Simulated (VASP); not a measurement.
# NbAs: Ge into a neighbouring Nb vacancy, part 2 of 4

Aim: the barrier for one hop in NbAs: Ge into a neighbouring Nb vacancy. The start is a cell from a database of measured crystal structures.

VASP 6.6.1, plane waves and PAW; the level of theory is named at each step.

So far. Step 2 (Relax the host): The run ended after 7 ionic steps, 0.027 eV below its first step, once forces and stress met EDIFFG = -0.02.

**3. Relax the start**

This step: LDA; plane waves and PAW (Nb_pv, Ge, As) (VASP 6.6.1).

System of this step: Nb6GeAs8. The cell holds 15 atoms: 6 Nb, 1 Ge and 8 As. Its edges and angles: a = 6.263 Å, b = 12.526 Å, c = 12.526 Å, α = 148.2°, β = 148.2°, γ = 45.6°. It derives from NbAs. Nearest the centre at fractional (0.499, 0.749, 0.500): Ge7 at 1.70 Å, As11 at 1.94 Å, As10 at 1.95 Å, Nb6 at 2.88 Å, As15 at 3.10 Å, As14 at 3.12 Å, As13 at 3.13 Å, As12 at 3.15 Å.

A path needs two true minima; the start is relaxed with symmetry off.

File INCAR:

```
SYSTEM = Nb6GeAs8
PREC = Normal
ENCUT = 280
EDIFF = 1E-05
NELM = 120
ISMEAR = 1
SIGMA = 0.15
LREAL = Auto
ALGO = Fast
GGA = CA
NBANDS = 70
LASPH = .TRUE.
LORBIT = 11
LWAVE = .FALSE.
LCHARG = .FALSE.
KPAR = 3
IBRION = 2
NSW = 60
ISIF = 2
EDIFFG = -0.05
POTIM = 0.4
MAXMIX = 40
ISYM = 0
```

File POSCAR:

```
Nb6GeAs8
1.0
   -1.7160123085      1.7160123085      5.7739748087
    3.4320246170     -3.4320246170     11.5479496174
    3.4320246170      3.4320246170    -11.5479496174
Nb Ge As
6 1 8
Direct
    0.5040171325      0.5006215308      0.7534009148
    0.5047059043      0.9959179368      0.2488409134
    0.7526747464      0.3730796129      0.0001286846
    0.7497693821      0.3756588995      0.5009398381
    0.7468725566      0.8717651243     -0.0026205058
    0.7483818659      0.8758200707      0.5018606170
    0.4971722183      0.9970572266      0.7469723390
    0.9266277701      0.2087402969      0.2529675222
    0.9060322586      0.2006206068      0.7365963207
    0.9189644834      0.7076295935      0.2493923487
    0.9102088661      0.7145153781      0.7529306841
    0.1722601087      0.0901978241      0.0078364083
    0.1580290397      0.0823188923      0.4937002738
    0.1590074682      0.5833975470     -0.0032585371
    0.1616674039      0.5833765391      0.4970373310
```

File KPOINTS:

```
Automatic mesh
0
Gamma
5 5 5
0 0 0
```

The projector-augmented-wave data sets are Nb_pv, Ge and As (LDA family, release 64).

Command:

```bash
> mpirun -np 3 vasp_std
```

The log of the run:

```text
[banner, memory and clock lines left out]
running    3 mpi-ranks, on    1 nodes
 distrk:  each k-point on    1 cores,    3 groups
 distr:  one band on    1 cores,    1 groups

 POSCAR found type information on POSCAR NbGeAs
 POSCAR found :  3 types and      15 ions
 LDA part: xc-table for (Slater(with rela. corr.)+CA(PZ))
 , standard interpolation
 POSCAR, INCAR and KPOINTS ok, starting setup
 FFT: planning ... GRIDC
 FFT: planning ... GRID_SOFT
 FFT: planning ... GRID
 WAVECAR not read
 entering main loop
       N       E                     dE             d eps       ncg     rms          rms(c)
DAV:   1     0.766854509806E+03    0.76685E+03   -0.36888E+04  9180   0.966E+02
DAV:   2    -0.451600600213E+02   -0.81201E+03   -0.78418E+03  9170   0.404E+02
DAV:   3    -0.122758858768E+03   -0.77599E+02   -0.72717E+02 12112   0.958E+01
DAV:   4    -0.126898420036E+03   -0.41396E+01   -0.40411E+01 11256   0.235E+01
DAV:   5    -0.127060241802E+03   -0.16182E+00   -0.16104E+00 12528   0.423E+00    0.519E+01
RMM:   6    -0.120985053837E+03    0.60752E+01   -0.27979E+01 10759   0.181E+01    0.156E+01
RMM:   7    -0.121062137174E+03   -0.77083E-01   -0.86294E+00 11467   0.884E+00    0.121E+01
RMM:   8    -0.120417230885E+03    0.64491E+00   -0.25548E+00 11442   0.496E+00    0.709E+00
RMM:   9    -0.120387692023E+03    0.29539E-01   -0.47643E-01 10979   0.237E+00    0.295E+00
RMM:  10    -0.120393312285E+03   -0.56203E-02   -0.22691E-01 11538   0.132E+00    0.118E+00
RMM:  11    -0.120384428976E+03    0.88833E-02   -0.63391E-02 11452   0.725E-01    0.736E-01
RMM:  12    -0.120382739054E+03    0.16899E-02   -0.19524E-02 11185   0.433E-01    0.435E-01
RMM:  13    -0.120382889540E+03   -0.15049E-03   -0.82777E-03 11238   0.276E-01    0.228E-01
RMM:  14    -0.120382594829E+03    0.29471E-03   -0.39983E-03 10465   0.213E-01    0.923E-02
RMM:  15    -0.120382534517E+03    0.60312E-04   -0.10750E-03 10492   0.119E-01    0.479E-02
RMM:  16    -0.120382574866E+03   -0.40349E-04   -0.54500E-04 10045   0.498E-02    0.227E-02
RMM:  17    -0.120382581170E+03   -0.63039E-05   -0.18269E-04  8794   0.311E-02    0.975E-03
RMM:  18    -0.120382586433E+03   -0.52627E-05   -0.52188E-05  6564   0.169E-02
   1 F= -.12038259E+03 E0= -.12038479E+03  d E =-.120383E+03
 curvature:   0.00 expect dE= 0.000E+00 dE for cont linesearch  0.000E+00
 trial: gam= 0.00000 g(F)=  0.289E+00 g(S)=  0.000E+00 ort = 0.000E+00 (trialstep = 0.100E+01)
 search vector abs. value=  0.289E+00
 bond charge predicted
       N       E                     dE             d eps       ncg     rms          rms(c)
DAV:   1    -0.120301588111E+03    0.80993E-01   -0.17928E+01  9540   0.237E+01    0.202E+00
RMM:   2    -0.120515375621E+03   -0.21379E+00   -0.24726E+00  9859   0.797E+00    0.150E+00
RMM:   3    -0.120580558575E+03   -0.65183E-01   -0.52236E-01 11214   0.364E+00    0.836E-01
RMM:   4    -0.120584306616E+03   -0.37480E-02   -0.87389E-02 11426   0.123E+00    0.647E-01
RMM:   5    -0.120582966593E+03    0.13400E-02   -0.21609E-02 10863   0.755E-01    0.406E-01
RMM:   6    -0.120583394382E+03   -0.42779E-03   -0.89064E-03 10530   0.345E-01    0.330E-01
RMM:   7    -0.120583366088E+03    0.28293E-04   -0.24151E-03 11117   0.214E-01    0.174E-01
RMM:   8    -0.120583515805E+03   -0.14972E-03   -0.16185E-03 11240   0.141E-01    0.134E-01
RMM:   9    -0.120583404215E+03    0.11159E-03   -0.48646E-04 10050   0.991E-02    0.638E-02
RMM:  10    -0.120583415537E+03   -0.11322E-04   -0.20141E-04 10614   0.471E-02    0.259E-02
RMM:  11    -0.120583419710E+03   -0.41730E-05   -0.68653E-05  7801   0.284E-02
   2 F= -.12058342E+03 E0= -.12058563E+03  d E =-.200833E+00
[... from here on, the cycles between the ionic steps are left out ...]
   3 F= -.12061685E+03 E0= -.12061914E+03  d E =-.234262E+00
   4 F= -.12067194E+03 E0= -.12067429E+03  d E =-.550945E-01
   5 F= -.12070283E+03 E0= -.12070526E+03  d E =-.859797E-01
   6 F= -.12073971E+03 E0= -.12074242E+03  d E =-.368849E-01
   7 F= -.12075072E+03 E0= -.12075362E+03  d E =-.478894E-01
   8 F= -.12077443E+03 E0= -.12077730E+03  d E =-.237163E-01
   9 F= -.12078515E+03 E0= -.12078800E+03  d E =-.344282E-01
  10 F= -.12080462E+03 E0= -.12080759E+03  d E =-.194692E-01
  11 F= -.12082785E+03 E0= -.12083103E+03  d E =-.426998E-01
  12 F= -.12079360E+03 E0= -.12079634E+03  d E =-.844992E-02
  13 F= -.12083033E+03 E0= -.12083354E+03  d E =-.451854E-01
  14 F= -.12084217E+03 E0= -.12084535E+03  d E =-.118424E-01
  15 F= -.12084231E+03 E0= -.12084547E+03  d E =-.119772E-01
  16 F= -.12084686E+03 E0= -.12085023E+03  d E =-.454766E-02
  17 F= -.12084700E+03 E0= -.12085040E+03  d E =-.469475E-02
 curvature:  -2.06 expect dE=-0.244E-02 dE for cont linesearch -0.321E-05
 trial: gam= 0.24752 g(F)=  0.119E-02 g(S)=  0.000E+00 ort = 0.111E-03 (trialstep = 0.192E+01)
 search vector abs. value=  0.172E-02
 bond charge predicted
       N       E                     dE             d eps       ncg     rms          rms(c)
DAV:   1    -0.120845224171E+03    0.17800E-02   -0.24578E-01  9012   0.267E+00    0.208E-01
RMM:   2    -0.120847755627E+03   -0.25315E-02   -0.30702E-02  9811   0.905E-01    0.203E-01
RMM:   3    -0.120848548316E+03   -0.79269E-03   -0.68575E-03 10913   0.424E-01    0.905E-02
RMM:   4    -0.120848514695E+03    0.33621E-04   -0.11991E-03 10706   0.161E-01    0.101E-01
RMM:   5    -0.120848501443E+03    0.13252E-04   -0.32027E-04 10626   0.834E-02    0.805E-02
RMM:   6    -0.120848507444E+03   -0.60011E-05   -0.10496E-04  9322   0.413E-02    0.835E-02
RMM:   7    -0.120848509953E+03   -0.25086E-05   -0.33074E-05  6314   0.288E-02
  18 F= -.12084851E+03 E0= -.12085199E+03  d E =-.150646E-02
 trial-energy change:   -0.001506  1 .order   -0.001420   -0.002332   -0.000509
 step:   2.3231(harm=  2.4598)  dis= 0.00604  next Energy=  -120.848564 (dE=-0.156E-02)
 reached required accuracy - stopping structural energy minimisation
```

The job ended after 39 min (3 MPI ranks of AMD EPYC 9R45, shared host; peak memory 1.3 GiB).

OUTCAR, selected parts (step 3):

```text
 Found     63 irreducible k-points:

   k-points           NKPTS =     63   k-points in BZ     NKDIM =     63   number of bands    NBANDS=     70

   dimension x,y,z NGX =    28 NGY =   54 NGZ =   54
   dimension x,y,z NGXF=    56 NGYF=  108 NGZF=  108

   ENCUT  =  280.0 eV  20.58 Ry    4.54 a.u.   8.55 17.09 17.09*2*pi/ulx,y,z

   NELECT =     110.0000    total number of electrons

 E-fermi :   5.8993

 k-point     1 :       0.0000    0.0000    0.0000
  band No.  band energies     occupation
    ...
     50       4.7859      2.00000
     51       4.9945      2.00000
     52       5.0057      2.00000
     53       5.4727      2.00044
     54       5.6807      2.05902
     55       6.0245      0.00322
     56       6.3479     -0.00020
     57       6.3784     -0.00006
     58       6.5340     -0.00000
     59       6.6655     -0.00000
    ...

 k-point     2 :       0.2000   -0.0000    0.0000
  band No.  band energies     occupation
    ...
     51       4.8182      2.00000
     52       4.9680      2.00000
     53       5.2735      2.00000
     54       5.3607      2.00000
     55       5.7293      2.06803
     56       6.0141      0.03871
     57       6.1040     -0.06597
     58       6.6421     -0.00000
     59       6.9099     -0.00000
     60       6.9365     -0.00000
    ...

  Total       -2.8730110      8.9112515      4.7696360     -0.2137388      0.3108345     -0.1646072
  in kB      -16.9204617     52.4823915     28.0905442     -1.2588042      1.8306451     -0.9694465
  external PRESSURE =      21.2174913 kB  Pullay stress =       0.0000000 kB

  energy-cutoff  :      280.00
  volume of cell :      272.04
      direct lattice vectors                 reciprocal lattice vectors
    -1.716012309  1.716012309  5.773974809     0.000000000  0.291373201  0.086595459
     3.432024617 -3.432024617 11.547949617     0.145686601  0.000000000  0.043297730
     3.432024617  3.432024617-11.547949617     0.145686601  0.145686601  0.000000000

 POSITION                                       TOTAL-FORCE (eV/Angst)
 -----------------------------------------------------------------------------------
      3.42721      1.70844      0.11015        -0.012228      0.037363     -0.012437
     -0.00053      1.69827      0.06731         0.009139      0.013325      0.005861
      3.42910      3.38122     -2.78370        -0.010779     -0.002837     -0.004801
      1.72502      1.72441      2.90943         0.015353     -0.022176      0.010236
      5.13527      1.69392      2.88593        -0.013437     -0.013149      0.001070
      3.43194     -0.03579      8.73153         0.005376      0.002177     -0.026527
      5.14302      0.03562      5.22986         0.003768      0.009998      0.000460
      0.02407      1.83664      4.80481        -0.001470     -0.001847      0.004073
      1.73677      3.37958     -0.88446        -0.016714     -0.010176      0.005194
      1.69591     -0.06026     10.65858        -0.010253      0.004331     -0.006041
      3.39628      1.82508      4.80871         0.018976      0.027582      0.005831
      3.45599      3.38053     -9.60414         0.001714     -0.005623     -0.002664
      1.71302      1.72393     -3.85359        -0.005801     -0.013780      0.033529
      1.71483     -1.67389      7.69234         0.015081     -0.039904      0.014346
      3.40348     -0.07975      1.93320         0.001276      0.014715     -0.028129
 -----------------------------------------------------------------------------------
    total drift:                               -0.003777     -0.008259     -0.007926

  FREE ENERGIE OF THE ION-ELECTRON SYSTEM (eV)
  ---------------------------------------------------
  free  energy   TOTEN  =      -120.8485099526 eV

  energy  without entropy=     -120.8589565958  energy(sigma->0) =     -120.85199217

 total charge
# of ion       s       p       d       tot
------------------------------------------
    1        0.342   6.369   3.235   9.946
    2        0.342   6.365   3.230   9.937
    3        0.327   6.329   3.193   9.849
    4        0.321   6.342   3.186   9.849
    5        0.321   6.340   3.180   9.841
    6        0.328   6.329   3.188   9.844
    7        1.233   1.063   0.111   2.407
    8        1.239   1.595   0.067   2.901
    9        1.238   1.590   0.068   2.896
   10        1.238   1.589   0.068   2.895
   11        1.239   1.600   0.067   2.906
   12        1.227   1.611   0.063   2.900
   13        1.230   1.612   0.068   2.909
   14        1.225   1.619   0.064   2.908
   15        1.224   1.613   0.058   2.895
--------------------------------------------------
tot         13.073  51.966  19.846  84.884

[... 1 part as in an earlier step ...]

[... 7 further parts left out ...]
```

CONTCAR:

```
Nb6GeAs8
   1.00000000000000
    -1.7160123085000001    1.7160123085000001    5.7739748087000002
     3.4320246170000002   -3.4320246170000002   11.5479496174000005
     3.4320246170000002    3.4320246170000002  -11.5479496174000005
  Nb              Ge              As
     6     1     8
Direct
     0.5073323377707898    0.5040681564634427    0.7481955083624422
     0.5006590055449536    0.0028371875844026    0.2473381326655372
     0.7441415270312769    0.3790453430768674    0.9921718581901188
     0.7543900724772238    0.3772845609916849    0.5025358870086356
     0.7434706577715411    0.8730936868862884    0.9949208381991915
     0.7456816976167816    0.8780433917672877    0.4947731201989409
     0.4632607727593439    0.9757095203263657    0.7544579566173150
     0.9512227414064802    0.2115437640614946    0.2710806934047517
     0.9081273302177010    0.2147294884724908    0.7453835388987804
     0.9054269900994130    0.7085641054268014    0.2382932584823190
     0.9481908393894430    0.7029989983578538    0.7606817871151177
     0.1533207006329874    0.0876539566849988    0.9959892195513391
     0.1686020516965292    0.0827114954253993    0.5007162883818926
     0.1783954445932989    0.5828893550112291    0.0059651547507437
     0.1441690357922433    0.5795440688633940    0.4842219109728795
```

The data set Ge keeps the semicore shell frozen, which is cheaper and a little less accurate.

The steps of the relaxation:

```
step  energy less that of the first step (eV)  largest force (eV/Å)
   1                                   0.0000                1.1670
   2                                  -0.2008                0.5982
   3                                  -0.2343                0.5819
   4                                  -0.2894                0.5201
   5                                  -0.3202                0.4973
   6                                  -0.3571                0.3717
   7                                  -0.3681                0.3226
   8                                  -0.3918                0.2867
   9                                  -0.4026                0.2988
  10                                  -0.4220                0.2129
  11                                  -0.4453                0.2040
  12                                  -0.4110                0.5491
  13                                  -0.4477                0.2411
  14                                  -0.4596                0.1509
  15                                  -0.4597                0.1717
  16                                  -0.4643                0.0773
  17                                  -0.4644                0.0817
  18                                  -0.4659                0.0450
```

The atoms that moved most (Å):

```
atom      dx      dy      dz  length
 Ge7   0.011   0.041  -0.529   0.530
As11  -0.078   0.131  -0.003   0.153
 Nb3   0.008  -0.062   0.112   0.128
 Nb1  -0.012  -0.024   0.119   0.122
 As9   0.075  -0.015   0.074   0.106
 As8   0.030   0.095  -0.035   0.105
 Nb6  -0.012  -0.037   0.092   0.100
As10  -0.012  -0.065   0.061   0.089
```

The relaxed structure:

```xyz
15
Lattice="-1.7160 1.7160 5.7740 3.4320 -3.4320 11.5479 3.4320 3.4320 -11.5479" Properties=species:S:1:pos:R:3 pbc="T T T"
Nb    3.4272    1.7084    0.1102
Nb    3.4315   -1.7338   11.6153
Nb   -0.0029   -0.0508    8.7642
Nb    1.7250    1.7244    2.9094
Nb    1.7032   -1.7381   14.4339
Nb    3.4319   -0.0358    8.7315
Ge    5.1430    0.0356    5.2299
As    0.0241    1.8366    4.8048
As    1.7368    3.3796   -0.8845
As    1.6959   -0.0603   10.6586
As    3.3963    1.8251    4.8087
As    0.0240   -0.0515    1.9438
As    1.7130    1.7239   -3.8536
As    1.7148   -1.6739    7.6923
As    3.4035   -0.0798    1.9332
```

Numbers from this step:

| Item | Value |
| --- | --- |
| electronic cycles | 173 |
| electrons | 110 |
| free energy (TOTEN) | -120.8485 eV |
| energy at zero smearing | -120.8520 eV |
| Fermi energy | 5.899 eV |
| labelled metallic, from the levels on this mesh | yes |

The run ended after 18 ionic steps, 0.466 eV below its first step, once the forces on the free atoms met EDIFFG = -0.05.

[end of part 2 of 4]

[Lines on the potential files, build, host, timing and source positions are cut from VASP's logs without a mark.]

[Logs are printed without paths, hosts, clocks, repeated set-up lines and the standing remarks that a program may print on its own settings, such as how far it seeks lower states.]

[Hosts, paths, dates, database ids (printed as entryN), source tags and the programs' standing remarks are cut or masked in the printed files.]

[Runs that stopped without an error message from VASP are left out.]
